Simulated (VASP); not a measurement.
# A point defect in a supercell of Bi2Se3 (Paraguanajuatite), part 2 of 3

Wanted: what a point defect costs in Bi2Se3 (Paraguanajuatite) and how the lattice relaxes round it. The start is a cell from a database of measured crystal structures.

VASP 6.6.1, plane waves and PAW; the level of theory is named at each step.

So far. Step 3 (Going on with the relaxation): The run ended after 3 ionic steps, 0.003 eV below its first step, once forces and stress met EDIFFG = -0.02.

### 4. The host's dielectric tensor, for the charge correction

This step: PBE; plane waves and PAW (Bi, Se) (VASP 6.6.1).

Charged cells interact with their images through the host's screening, so the correction needs its dielectric constant.

INCAR

```
SYSTEM = Bi2Se3
PREC = Accurate
ENCUT = 300
EDIFF = 1E-08
NELM = 120
ISMEAR = 0
SIGMA = 0.05
LREAL = .FALSE.
ALGO = Normal
GGA = PE
NBANDS = 20
LWAVE = .FALSE.
LCHARG = .FALSE.
KPAR = 4
LASPH = .TRUE.
LEPSILON = .TRUE.
IBRION = 8
NSW = 1
```

POSCAR

```
Bi2Se3
1.0
    2.0761307527      1.1986546489      9.8738500342
   -2.0761307527      1.1986546489      9.8738500342
    0.0000000000     -2.3973092979      9.8738500342
Bi Se
2 3
Direct
    0.6012850804      0.6012850804      0.6012850804
    0.3987149196      0.3987149196      0.3987149196
    0.7848987339      0.7848987339      0.7848987339
    0.2151012661      0.2151012661      0.2151012661
    0.0000000000      0.0000000000      0.0000000000
```

KPOINTS

```
Automatic mesh
0
Gamma
6 6 6
0 0 0
```

The projector-augmented-wave data sets are Bi and Se (PBE family, release 64).

On the command line:

```sh
$ mpirun -np 4 vasp_std
```

The program printed:

```text
[banner, memory and clock lines left out]
running    4 mpi-ranks, on    1 nodes
 distrk:  each k-point on    1 cores,    4 groups
 distr:  one band on    1 cores,    1 groups

 POSCAR found type information on POSCAR BiSe
 POSCAR found :  2 types and       5 ions
 LDA part: xc-table for (Slater+PW92), standard interpolation
 POSCAR, INCAR and KPOINTS ok, starting setup
 FFT: planning ... GRIDC
 FFT: planning ... GRID_SOFT
 FFT: planning ... GRID
 WAVECAR not read
 entering main loop
       N       E                     dE             d eps       ncg     rms          rms(c)
DAV:   1     0.101882798075E+03    0.10188E+03   -0.78760E+03  1280   0.739E+02
DAV:   2    -0.119928778361E+02   -0.11388E+03   -0.11017E+03  1748   0.147E+02
DAV:   3    -0.208309145471E+02   -0.88380E+01   -0.87464E+01  1524   0.446E+01
DAV:   4    -0.210371176026E+02   -0.20620E+00   -0.20592E+00  1824   0.714E+00
DAV:   5    -0.210388737083E+02   -0.17561E-02   -0.17550E-02  1536   0.607E-01    0.655E+00
DAV:   6    -0.201937683140E+02    0.84511E+00   -0.21301E+00  1320   0.634E+00    0.364E+00
DAV:   7    -0.201975908591E+02   -0.38225E-02   -0.42552E-01  1464   0.325E+00    0.234E+00
DAV:   8    -0.202062405311E+02   -0.86497E-02   -0.56928E-02  1544   0.117E+00    0.784E-01
DAV:   9    -0.202060975833E+02    0.14295E-03   -0.46964E-03  1744   0.542E-01    0.201E-01
DAV:  10    -0.202062684396E+02   -0.17086E-03   -0.22423E-03  1376   0.264E-01    0.966E-02
DAV:  11    -0.202062544682E+02    0.13971E-04   -0.29595E-04  1512   0.959E-02    0.474E-02
DAV:  12    -0.202062748591E+02   -0.20391E-04   -0.67979E-05  1396   0.502E-02    0.121E-02
DAV:  13    -0.202062763591E+02   -0.15000E-05   -0.62046E-06  1496   0.122E-02    0.731E-03
DAV:  14    -0.202062783928E+02   -0.20337E-05   -0.25407E-06  1436   0.880E-03    0.319E-03
DAV:  15    -0.202062780458E+02    0.34704E-06   -0.40188E-07  1420   0.335E-03    0.171E-03
DAV:  16    -0.202062781079E+02   -0.62142E-07   -0.29413E-08  1444   0.905E-04    0.105E-03
DAV:  17    -0.202062781849E+02   -0.76994E-07   -0.44163E-08  1440   0.108E-03    0.191E-04
DAV:  18    -0.202062781736E+02    0.11284E-07   -0.40430E-09   776   0.382E-04    0.817E-05
DAV:  19    -0.202062781812E+02   -0.75227E-08   -0.77348E-10   756   0.162E-04
   1 F= -.20206278E+02 E0= -.20206278E+02  d E =-.168660E-10
 Linear response reoptimize wavefunctions to high precision
DAV:   1    -0.202062781781E+02    0.30197E-08   -0.11930E-10   788   0.617E-05
DAV:   2    -0.202062781782E+02   -0.55934E-10   -0.39143E-11   744   0.295E-05
 Linear response G [H, r] |phi>, progress :
  Direction:   1
       N       E                     dE             d eps       ncg     rms
RMM:   1    -0.154068270419E+03   -0.15407E+03    0.99359E+01  3170   0.847E+01
RMM:   2    -0.128058660433E+03    0.26010E+02   -0.23057E+01  2059   0.232E+01
RMM:   3    -0.128351525663E+03   -0.29287E+00   -0.85041E-01  2086   0.360E+00
RMM:   4    -0.128356264672E+03   -0.47390E-02   -0.92787E-02  2190   0.731E-01
RMM:   5    -0.128352673258E+03    0.35914E-02   -0.25555E-02  2186   0.185E-01
RMM:   6    -0.128352074995E+03    0.59826E-03   -0.17378E-02  2260   0.484E-02
RMM:   7    -0.128351463183E+03    0.61181E-03   -0.11118E-02  2245   0.162E-02
RMM:   8    -0.128351410245E+03    0.52938E-04   -0.14243E-02  2214   0.641E-03
RMM:   9    -0.128351168550E+03    0.24169E-03   -0.12354E-02  2222   0.409E-03
RMM:  10    -0.128351294487E+03   -0.12594E-03   -0.17641E-02  2037   0.337E-03
RMM:  11    -0.128351168136E+03    0.12635E-03   -0.18882E-02  1747   0.321E-03
RMM:  12    -0.128351263611E+03   -0.95475E-04   -0.18216E-02  1406   0.315E-03
RMM:  13    -0.128351167537E+03    0.96074E-04   -0.18545E-02  1257   0.315E-03
 Linear response G [H, r] |phi>, progress :
  Direction:   2
       N       E                     dE             d eps       ncg     rms
RMM:   1    -0.152494575011E+03   -0.15249E+03    0.96983E+01  3103   0.844E+01
RMM:   2    -0.123434590962E+03    0.29060E+02   -0.21579E+01  2055   0.228E+01
RMM:   3    -0.123854159656E+03   -0.41957E+00   -0.78954E-01  2102   0.356E+00
RMM:   4    -0.123859988898E+03   -0.58292E-02   -0.83381E-02  2198   0.721E-01
RMM:   5    -0.123854402806E+03    0.55861E-02    0.21183E-03  2205   0.185E-01
RMM:   6    -0.123852972573E+03    0.14302E-02    0.18472E-02  2290   0.487E-02
RMM:   7    -0.123854267895E+03   -0.12953E-02    0.57331E-03  2242   0.162E-02
RMM:   8    -0.123854250817E+03    0.17078E-04    0.27191E-03  2235   0.628E-03
RMM:   9    -0.123852753968E+03    0.14968E-02    0.28611E-02  2308   0.394E-03
RMM:  10    -0.123853079112E+03   -0.32514E-03    0.11453E-02  2137   0.322E-03
RMM:  11    -0.123852954482E+03    0.12463E-03    0.65660E-03  1800   0.305E-03
RMM:  12    -0.123853034121E+03   -0.79639E-04    0.46815E-04  1459   0.300E-03
RMM:  13    -0.123852979957E+03    0.54164E-04    0.60190E-03  1301   0.300E-03
 Linear response G [H, r] |phi>, progress :
  Direction:   3
       N       E                     dE             d eps       ncg     rms
RMM:   1    -0.160395326109E+03   -0.16040E+03    0.89122E+01  3143   0.864E+01
RMM:   2    -0.125614925923E+03    0.34780E+02   -0.25062E+01  2058   0.241E+01
RMM:   3    -0.125911225390E+03   -0.29630E+00   -0.78583E-01  2094   0.380E+00
RMM:   4    -0.125922668905E+03   -0.11444E-01   -0.35265E-02  2163   0.774E-01
RMM:   5    -0.125923115578E+03   -0.44667E-03   -0.24098E-03  2154   0.200E-01
RMM:   6    -0.125923152579E+03   -0.37001E-04   -0.23901E-04  2220   0.533E-02
RMM:   7    -0.125923152762E+03   -0.18295E-06   -0.18636E-04  2136   0.172E-02
RMM:   8    -0.125923152286E+03    0.47563E-06    0.55079E-06  2137   0.590E-03
RMM:   9    -0.125923152847E+03   -0.56106E-06   -0.15426E-04  2204   0.313E-03
RMM:  10    -0.125923151313E+03    0.15338E-05    0.78135E-06  2069   0.226E-03
RMM:  11    -0.125923152059E+03   -0.74560E-06    0.10717E-04  1763   0.205E-03
RMM:  12    -0.125923151989E+03    0.70408E-07    0.56102E-05  1399   0.198E-03
RMM:  13    -0.125923152179E+03   -0.18993E-06    0.74682E-05  1257   0.197E-03
RMM:  14    -0.125923152028E+03    0.15053E-06    0.33314E-05  1159   0.197E-03
 Linear response to external field (no local field effect), progress :
  Direction:   1
       N       E                     dE             d eps       ncg     rms          rms(c)
RMM:   1    -0.792825680660E+01   -0.79283E+01   -0.54541E+01  2656   0.688E+00
RMM:   2    -0.836759019534E+01   -0.43933E+00   -0.24846E-01  2054   0.153E+00
RMM:   3    -0.837921971570E+01   -0.11630E-01   -0.11007E-02  2103   0.258E-01
RMM:   4    -0.837970168297E+01   -0.48197E-03   -0.68683E-04  2158   0.542E-02
[...]
RMM:   8    -0.246416702347E-01   -0.22995E-06    0.19954E-07  7560   0.350E-04    0.314E-05
RMM:   9    -0.246417903268E-01   -0.12009E-06    0.30716E-07  8017   0.839E-05    0.138E-05
RMM:  10    -0.246418083188E-01   -0.17992E-07    0.20861E-07  7875   0.437E-05    0.343E-06
RMM:  11    -0.246418095397E-01   -0.12209E-08    0.10262E-07  8310   0.276E-05    0.127E-06
RMM:  12    -0.246418092051E-01    0.33460E-09    0.67972E-08  7624   0.238E-05    0.413E-07
 first order change of Fermi-energy   0.64792E-03
 force on displaced ion       1 direction 1 :  -2.910  -0.001  -0.000
 Born effective charge ion    1 direction 1 :   6.449  -0.001  -0.000
 Linear response progress:
  Degree of freedom:   2/  6
       N       E                     dE             d eps       ncg     rms          rms(c)
RMM:   1    -0.403769023296E-01   -0.40377E-01    0.32778E-02  2711   0.891E-01
RMM:   2    -0.395984059770E-01    0.77850E-03   -0.30018E-03  2027   0.250E-01    0.816E-02
RMM:   3    -0.388201739630E-01    0.77823E-03   -0.57046E-04  2068   0.815E-02    0.517E-02
RMM:   4    -0.385109357870E-01    0.30924E-03   -0.79974E-05  2097   0.389E-02    0.314E-02
RMM:   5    -0.382691530538E-01    0.24178E-03   -0.51284E-05  2105   0.321E-02    0.137E-02
RMM:   6    -0.382136514027E-01    0.55502E-04   -0.45062E-06  2106   0.127E-02    0.530E-03
RMM:   7    -0.382174084785E-01   -0.37571E-05   -0.17809E-07  2109   0.366E-03    0.128E-03
RMM:   8    -0.382215298843E-01   -0.41214E-05   -0.83701E-08  2155   0.125E-03    0.495E-04
RMM:   9    -0.382225056710E-01   -0.97579E-06    0.44610E-08  2068   0.592E-04    0.143E-04
RMM:  10    -0.382224542335E-01    0.51437E-07   -0.67705E-08  2221   0.187E-04    0.488E-05
RMM:  11    -0.382226389566E-01   -0.18472E-06   -0.30876E-08  2025   0.133E-04    0.196E-05
RMM:  12    -0.382226233935E-01    0.15563E-07   -0.25566E-08  2320   0.428E-05    0.487E-06
RMM:  13    -0.382226111885E-01    0.12205E-07    0.78298E-09  2211   0.326E-05    0.238E-06
RMM:  14    -0.382226167660E-01   -0.55776E-08   -0.19218E-08  2339   0.245E-05    0.114E-06
 first order change of Fermi-energy   0.54691E+00
 force on displaced ion       1 direction 3 :   0.000   0.000  -9.016
 Born effective charge ion    1 direction 3 :   0.000  -0.000   1.927
 Linear response progress:
  Degree of freedom:   3/  6
       N       E                     dE             d eps       ncg     rms          rms(c)
RMM:   1    -0.832322056938E-01   -0.83232E-01    0.65990E-02  9618   0.145E+00
RMM:   2    -0.823422338987E-01    0.88997E-03   -0.29952E-03  6963   0.253E-01    0.617E-02
RMM:   3    -0.825572912522E-01   -0.21506E-03   -0.13411E-04  7329   0.521E-02    0.354E-02
RMM:   4    -0.828486826672E-01   -0.29139E-03   -0.44945E-05  7374   0.304E-02    0.511E-03
RMM:   5    -0.828408485583E-01    0.78341E-05   -0.18668E-06  7769   0.575E-03    0.277E-03
RMM:   6    -0.828364281554E-01    0.44204E-05   -0.26859E-07  7557   0.194E-03    0.748E-04
RMM:   7    -0.828417501679E-01   -0.53220E-05   -0.12724E-07  7750   0.662E-04    0.240E-04
RMM:   8    -0.828425627281E-01   -0.81256E-06   -0.78037E-08  7686   0.277E-04    0.319E-05
RMM:   9    -0.828424578581E-01    0.10487E-06   -0.22584E-07  8052   0.100E-04    0.132E-05
RMM:  10    -0.828424283035E-01    0.29555E-07   -0.12059E-07  8136   0.573E-05    0.546E-06
RMM:  11    -0.828424481242E-01   -0.19821E-07   -0.10507E-07  8298   0.452E-05    0.164E-06
RMM:  12    -0.828424517340E-01   -0.36098E-08   -0.95096E-08  7721   0.429E-05    0.420E-07
 first order change of Fermi-energy   0.16588E-03
 force on displaced ion       3 direction 1 :  -3.875   0.000   0.001
 Born effective charge ion    3 direction 1 :  -4.061   0.001   0.001
 Linear response progress:
  Degree of freedom:   4/  6
       N       E                     dE             d eps       ncg     rms          rms(c)
RMM:   1    -0.103816218883E+00   -0.10382E+00    0.60990E-02  2571   0.143E+00
RMM:   2    -0.101590612013E+00    0.22256E-02   -0.33272E-03  1980   0.261E-01    0.719E-02
RMM:   3    -0.101597961699E+00   -0.73497E-05   -0.16486E-04  2061   0.569E-02    0.445E-02
RMM:   4    -0.101645350076E+00   -0.47388E-04   -0.42135E-05  2123   0.274E-02    0.211E-02
RMM:   5    -0.101683790721E+00   -0.38441E-04   -0.12671E-05  2123   0.148E-02    0.620E-03
RMM:   6    -0.101672845874E+00    0.10945E-04   -0.58351E-07  2136   0.361E-03    0.180E-03
RMM:   7    -0.101671598182E+00    0.12477E-05   -0.10768E-07  2175   0.134E-03    0.465E-04
RMM:   8    -0.101673246861E+00   -0.16487E-05   -0.30698E-08  2112   0.634E-04    0.162E-04
RMM:   9    -0.101673424918E+00   -0.17806E-06   -0.78137E-09  2201   0.246E-04    0.602E-05
RMM:  10    -0.101673229493E+00    0.19542E-06    0.18803E-08  2087   0.147E-04    0.164E-05
RMM:  11    -0.101673208703E+00    0.20790E-07   -0.31978E-08  2280   0.621E-05    0.648E-06
RMM:  12    -0.101673222933E+00   -0.14230E-07    0.30498E-09  2209   0.455E-05    0.199E-06
RMM:  13    -0.101673225199E+00   -0.22662E-08    0.57216E-08  2328   0.353E-05    0.898E-07
 first order change of Fermi-energy   0.10765E+01
 force on displaced ion       3 direction 3 :   0.000   0.000  -6.427
 Born effective charge ion    3 direction 3 :   0.000   0.000  -0.504
 Linear response progress:
  Degree of freedom:   5/  6
       N       E                     dE             d eps       ncg     rms          rms(c)
RMM:   1    -0.840288712902E-01   -0.84029E-01    0.68645E-02  5601   0.135E+00
RMM:   2    -0.830025478879E-01    0.10263E-02   -0.32202E-03  4331   0.231E-01    0.525E-02
RMM:   3    -0.832875368972E-01   -0.28499E-03   -0.12264E-04  4461   0.463E-02    0.307E-02
RMM:   4    -0.836829040432E-01   -0.39537E-03   -0.46412E-05  4384   0.307E-02    0.548E-03
RMM:   5    -0.836638679055E-01    0.19036E-04   -0.16848E-06  4523   0.552E-03    0.303E-03
RMM:   6    -0.836664340147E-01   -0.25661E-05   -0.12621E-07  4520   0.213E-03    0.566E-04
RMM:   7    -0.836763317205E-01   -0.98977E-05   -0.21655E-08  4427   0.806E-04    0.289E-04
RMM:   8    -0.836766747486E-01   -0.34303E-06    0.41253E-08  4643   0.306E-04    0.369E-05
RMM:   9    -0.836764079417E-01    0.26681E-06    0.11552E-07  4794   0.959E-05    0.128E-05
RMM:  10    -0.836764698211E-01   -0.61879E-07   -0.97227E-08  4861   0.479E-05    0.429E-06
RMM:  11    -0.836764916770E-01   -0.21856E-07   -0.22916E-08  4812   0.376E-05    0.182E-06
RMM:  12    -0.836764943556E-01   -0.26786E-08   -0.38669E-08  4476   0.348E-05    0.765E-07
 first order change of Fermi-energy   0.29657E-03
 force on displaced ion       5 direction 1 :  -3.043  -0.000   0.000
 Born effective charge ion    5 direction 1 :  -4.818   0.000   0.000
 Linear response progress:
  Degree of freedom:   6/  6
       N       E                     dE             d eps       ncg     rms          rms(c)
RMM:   1    -0.104040379445E+00   -0.10404E+00    0.82951E-02  2631   0.137E+00
RMM:   2    -0.102850650226E+00    0.11897E-02   -0.32154E-03  2041   0.242E-01    0.948E-02
RMM:   3    -0.102748227130E+00    0.10242E-03   -0.45712E-04  2076   0.784E-02    0.380E-02
RMM:   4    -0.102829560382E+00   -0.81333E-04   -0.63302E-05  2132   0.270E-02    0.135E-02
RMM:   5    -0.102836903460E+00   -0.73431E-05   -0.34101E-06  2163   0.836E-03    0.607E-03
RMM:   6    -0.102836779745E+00    0.12371E-06   -0.10648E-06  2098   0.531E-03    0.206E-03
RMM:   7    -0.102838963512E+00   -0.21838E-05   -0.16722E-07  2139   0.182E-03    0.696E-04
RMM:   8    -0.102838028888E+00    0.93462E-06   -0.43639E-08  2126   0.626E-04    0.149E-04
RMM:   9    -0.102837544854E+00    0.48403E-06    0.19719E-08  2168   0.225E-04    0.368E-05
RMM:  10    -0.102837513272E+00    0.31582E-07   -0.81012E-08  2182   0.876E-05    0.201E-05
RMM:  11    -0.102837547790E+00   -0.34518E-07   -0.12872E-07  2174   0.493E-05    0.388E-06
RMM:  12    -0.102837557443E+00   -0.96523E-08   -0.23385E-08  2299   0.265E-05    0.213E-06
 first order change of Fermi-energy   0.11230E-02
 force on displaced ion       5 direction 3 :   0.000   0.000  -5.580
 Born effective charge ion    5 direction 3 :   0.000   0.000  -2.854
 Born effective charges drift removed
 Linear response finished
```

Run time: 34 min. Hardware: 4 MPI ranks of AMD EPYC 7R43, shared host; peak memory 3.7 GiB; 2.3 h of CPU time.

(Part 2 of 3 ends here.)

[Lines on the potential files, build, host, timing and source positions are cut from VASP's logs without a mark.]

[Logs are printed without paths, hosts, clocks, repeated set-up lines and the standing remarks that a program may print on its own settings, such as how far it seeks lower states.]

[Hosts, paths, dates, database ids (printed as entryN), source tags and the programs' standing remarks are cut or masked in the printed files.]

[In band tables of VASP the shares of atoms and orbitals are scaled to a sum of 1 inside the atoms' spheres.]

[Runs that stopped without an error message from VASP are left out.]
